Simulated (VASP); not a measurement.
Given:

```
CELL_PARAMETERS angstrom
      4.10196     0.00000     0.00000
     -2.05098     3.55240     0.00000
      0.00000     0.00000    17.33512
ATOMIC_POSITIONS crystal
  Mg 0.00737 0.00245 0.50102
  I  0.33466 0.66039 0.59679
  I  0.65798 0.33715 0.40219
```

Level of theory: PBE GGA, VASP's PBE PAW potentials (set 64) (plane waves; VASP). Settings: 300 eV cut-off, 8×8×1 Γ-centred mesh, first-order Methfessel-Paxton smearing of 0.050 eV, potentials Mg I.

The cell holds a wide vacuum, so values per volume refer to the whole cell.

Q: Predict the energy per atom (σ→0), largest force.

A: 
energy per atom (σ→0): -2567 meV/atom
largest force: 0.210 eV/Å

The cell is a sheet with vacuum, built from a generated structure.
